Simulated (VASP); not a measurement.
An input for Ansatz (written as the equivalent of a VASP run, and not itself run):

Ansatz 0.2 input:
```yaml
crystal:
  lattice:
    - [0.0000000, 2.1041357, 2.1041357]
    - [2.1041357, 0.0000000, 2.1041357]
    - [2.1041357, 2.1041357, 0.0000000]
  atoms:
    - { symbol: Be, position: [0.2500000, 0.2500000, 0.2500000] }
    - { symbol: Be, position: [0.7500000, 0.7500000, 0.7500000] }
    - { symbol: C, position: [0.0000000, 0.0000000, 0.0000000] }
kpoints:
  mp_grid: { grid: [9, 9, 9] }
hamiltonian:
  xc: pbe
  pseudopotentials: { kind: paw }
scf:
  occupations: { method: gaussian, width: 0.05 }
  max_iter: 100
relax:
  max_steps: 40
  f_tol: 0.02
  cell: { p_target: 30 }
output: { forces: true, stress: true, eigenvalues: true }
```

### Question
Write the VASP files for the same calculation (PBE).

### Answer
One answer among several that fit: 
KPOINTS:
```
Regular mesh
0
Gamma
  9 9 9
0 0 0
```

POSCAR:
```
Be2C
1
    0.0000000000     2.1041357404     2.1041357404
    2.1041357404     0.0000000000     2.1041357404
    2.1041357404     2.1041357404     0.0000000000
Be C
2 1
Direct
  0.2500000000   0.2500000000   0.2500000000
  0.7500000000   0.7500000000   0.7500000000
  0.0000000000   0.0000000000   0.0000000000
```

INCAR:
```
# general
SYSTEM   =  Be2C
PREC     =  Accurate
ENCUT    =  620
LREAL    =  .FALSE.   # projection in real space or not
LASPH    =  .TRUE.

# electronic loop
EDIFF    =  1E-6   # SCF stop (eV)
NELM     =  100
ALGO     =  Normal   # blocked Davidson

# smearing
ISMEAR   =  0
SIGMA    =  0.05   # width (eV)

# functional
GGA      =  PE

# ions
IBRION   =  2
NSW      =  40   # most ionic steps
ISIF     =  3   # ions, shape and volume
EDIFFG   =  -0.02
PSTRESS  =  300   # kbar

# output
LWAVE    =  .FALSE.
LCHARG   =  .FALSE.
```

POTCAR, in this order: Be C (PBE.64 set). Program: vasp_std.

What does not carry over: each code has its own PAW files, so the cut-off isn't converted (ENCUT is set for VASP's; basis.ecutwfc is left out, and Ansatz then takes the one that its files recommend); Ansatz stops its SCF on the density residual and VASP on the energy change (EDIFF).

The compound is Be2C in the antifluorite structure. This run relaxes it under an external pressure of 30 GPa. Symmetry was kept, so distortions that lower it aren't found.
